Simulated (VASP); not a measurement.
Output of a VASP run:

File OSZICAR:
```
       N       E                     dE             d eps       ncg     rms          rms(c)
DAV:   1     0.807558432658E+02    0.80756E+02   -0.98146E+03  2730   0.156E+03
DAV:   2    -0.367590484551E+01   -0.84432E+02   -0.83322E+02  2730   0.468E+02
DAV:   3    -0.886103736430E+01   -0.51851E+01   -0.48304E+01  4297   0.724E+01
DAV:   4    -0.905360511862E+01   -0.19257E+00   -0.18785E+00  4234   0.121E+01
DAV:   5    -0.905820965475E+01   -0.46045E-02   -0.45765E-02  3872   0.161E+00    0.270E+01
DAV:   6    -0.135537502744E+02   -0.44955E+01   -0.23589E+01  2730   0.407E+02    0.150E+01
DAV:   7    -0.137850720158E+02   -0.23132E+00   -0.92158E-01  4940   0.407E+01    0.251E-01
DAV:   8    -0.140119414356E+02   -0.22687E+00   -0.63371E-01  2730   0.107E+01    0.330E-01
DAV:   9    -0.136104812534E+02    0.40146E+00   -0.13120E+02  2730   0.283E+03    0.358E-01
DAV:  10    -0.141134664082E+02   -0.50299E+00   -0.55206E-01  2940   0.958E+00    0.133E-01
DAV:  11    -0.141200969965E+02   -0.66306E-02   -0.42122E-03  3701   0.766E-01    0.409E-02
DAV:  12    -0.141201552413E+02   -0.58245E-04   -0.16297E-04  3642   0.137E-01    0.664E-02
DAV:  13    -0.141173338827E+02    0.28214E-02   -0.57798E-04  2915   0.279E-01    0.148E-01
DAV:  14    -0.141202061115E+02   -0.28722E-02   -0.41110E-04  2865   0.232E-01    0.180E-02
DAV:  15    -0.141202096697E+02   -0.35582E-05   -0.13305E-05  3185   0.387E-02    0.198E-02
DAV:  16    -0.141202070574E+02    0.26123E-05   -0.89857E-07  3829   0.102E-02    0.811E-03
DAV:  17    -0.141202202306E+02   -0.13173E-04   -0.33720E-06  3325   0.144E-02    0.627E-03
DAV:  18    -0.141202201465E+02    0.84040E-07   -0.62208E-08  1745   0.399E-03
   1 F= -.14120220E+02 E0= -.14120220E+02  d E =0.000000E+00
       N       E                     dE             ncg
```

**OUTCAR**
```
------------------------ aborting loop because EDIFF is reached ----------------------------------------
  FORCE on cell =-STRESS in cart. coord.  units (eV):
  Direction    XX          YY          ZZ          XY          YZ          ZX
  --------------------------------------------------------------------------------------
  Total        0.0516036      0.0516036      0.0497026     -0.0000000     -0.0000000      0.0000000
  in kB        1.3988870      1.3988870      1.3473538     -0.0000000     -0.0000000      0.0000000
  external PRESSURE =       1.3817093 kB  Pullay stress =       0.0000000 kB
  volume of cell :       59.10
      direct lattice vectors                 reciprocal lattice vectors
     1.765021578 -3.057107119  0.000000000     0.283282656 -0.163553314  0.000000000
     1.765021578  3.057107119  0.000000000     0.283282656  0.163553314  0.000000000
     0.000000000  0.000000000  5.476678231     0.000000000  0.000000000  0.182592432
 POSITION                                       TOTAL-FORCE (eV/Angst)
 -----------------------------------------------------------------------------------
      1.76502      1.01904      1.36917        -0.000000     -0.000000      0.000000
      1.76502     -1.01904      4.10751         0.000000      0.000000      0.000000
 -----------------------------------------------------------------------------------
    total drift:                                0.000000      0.000069     -0.000011
  FREE ENERGIE OF THE ION-ELECTRON SYSTEM (eV)
  ---------------------------------------------------
  free  energy   TOTEN  =       -14.1202201465 eV

  energy  without entropy=      -14.1202201465  energy(sigma->0) =      -14.12022015

 total charge

# of ion       s       p       d       tot
------------------------------------------
    1        0.545   6.580   1.052   8.178
    2        0.545   6.580   1.052   8.178
--------------------------------------------------
tot          1.091  13.160   2.105  16.355
```
(Selected blocks of OUTCAR.)

### POSCAR
```
Tm
1
    1.7650215779    -3.0571071193     0.0000000000
    1.7650215779     3.0571071193    -0.0000000000
   -0.0000000000     0.0000000000     5.4766782310
Tm
2
Direct
  0.3333330000   0.6666670000   0.2500000000
  0.6666670000   0.3333330000   0.7500000000
```

Problem. Reconstruct the remaining input files.

Solution. This is not unique; one that fits is the input of the run itself, TPSS meta-GGA, plane waves, VASP's PBE PAW potentials (set 64).

### INCAR
```
METAGGA  =  TPSS
LMAXMIX  =  6   # l cut-off of mixed one-centre charges
EDIFF  =  1E-7   # SCF stop (eV)
SYSTEM  =  Tm
LREAL  =  .False.
ALGO  =  Normal   # blocked Davidson
LORBIT  =  11
NELM  =  100
LWAVE  =  .False.
ENCUT  =  520
LASPH  =  .True.
ISIF  =  2
LMIXTAU  =  .True.
NEDOS  =  601   # DOS grid
ISMEAR  =  -5   # tetrahedra, Bloechl
PREC  =  Accurate
LCHARG  =  .False.
```

### KPOINTS
```
Regular mesh
0
Gamma
13 13 8
```

KPOINTS_OPT:
```
k-points along high-symmetry lines
6
Line-mode
Reciprocal
  0.000000   0.000000   0.000000 ! GAMMA
 -0.000000   0.500000   0.000000 ! M

 -0.000000   0.500000   0.000000 ! M
 -0.333333   0.666667   0.000000 ! K

 -0.333333   0.666667   0.000000 ! K
  0.000000   0.000000   0.000000 ! GAMMA

  0.000000   0.000000   0.000000 ! GAMMA
  0.000000   0.000000   0.500000 ! A

  0.000000   0.000000   0.500000 ! A
 -0.000000   0.500000   0.500000 ! L

 -0.000000   0.500000   0.500000 ! L
 -0.333333   0.666667   0.500000 ! H

 -0.333333   0.666667   0.500000 ! H
  0.000000   0.000000   0.500000 ! A

 -0.000000   0.500000   0.500000 ! L
 -0.000000   0.500000   0.000000 ! M

 -0.333333   0.666667   0.500000 ! H
 -0.333333   0.666667   0.000000 ! K
```

POTCAR, in this order: Tm_3 (PBE.64 set). Program: vasp_std.

The 4f electrons are frozen in the core of the lanthanide potential, so 4f levels, which can set the real gap, and their magnetism are missing. For a metal the tetrahedron method with Blöchl corrections gives inexact stress and forces.

The compound is Tm in the hcp structure. It was relaxed first.
